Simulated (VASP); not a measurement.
A convergence study with VASP on Al (fcc): a few settings are varied, all else stays as given below, so the limit is that of these other settings. The cell's lengths are 1 % over those of the tabulated start, so it is off equilibrium.

```yaml
crystal:
  lattice:
    - [0.00000, 2.04525, 2.04525]
    - [2.04525, 0.00000, 2.04525]
    - [2.04525, 2.04525, 0.00000]
  atoms:
    - { symbol: Al, position: [0.00000, 0.00000, 0.00000] }
```

Calculation: PBE GGA, VASP's PBE PAW potentials (set 64) (plane waves; VASP). The last row used: LREAL = Auto, 600 eV cut-off, 13×13×13 Γ-centred mesh, first-order Methfessel-Paxton smearing of 0.10 eV, potentials Al.

```tsv
setting	E (eV/atom)	pressure (GPa)	plane waves
ENCUT = 300, LREAL = .FALSE., PREC = Normal	-3.7334	-2.73	208
ENCUT = 400, LREAL = .FALSE., PREC = Normal	-3.7364	-2.70	331
ENCUT = 500, LREAL = .FALSE., PREC = Normal	-3.7368	-2.68	445
ENCUT = 600, LREAL = .FALSE., PREC = Normal	-3.7369	-2.68	584
ENCUT = 500, LREAL = .FALSE., PREC = Accurate	-3.7368	-2.68	445
ENCUT = 600, LREAL = .FALSE., PREC = Accurate	-3.7369	-2.68	584
ENCUT = 300, LREAL = Auto, PREC = Normal	-3.7336	-2.53	208
ENCUT = 400, LREAL = Auto, PREC = Normal	-3.7367	-2.71	331
ENCUT = 500, LREAL = Auto, PREC = Normal	-3.7367	-2.33	445
ENCUT = 600, LREAL = Auto, PREC = Normal	-3.7371	-2.94	584
ENCUT = 300, LREAL = Auto, PREC = Accurate	-3.7338	-2.72	208
ENCUT = 400, LREAL = Auto, PREC = Accurate	-3.7368	-2.70	331
ENCUT = 500, LREAL = Auto, PREC = Accurate	-3.7370	-2.73	445
ENCUT = 600, LREAL = Auto, PREC = Accurate	-3.7370	-2.64	584
```

Left out are rungs that failed or repeat a setting and relaxations that didn't move; long series are thinned to 24 rows.

The compound is Al in the fcc structure. The cell was not relaxed at this level.
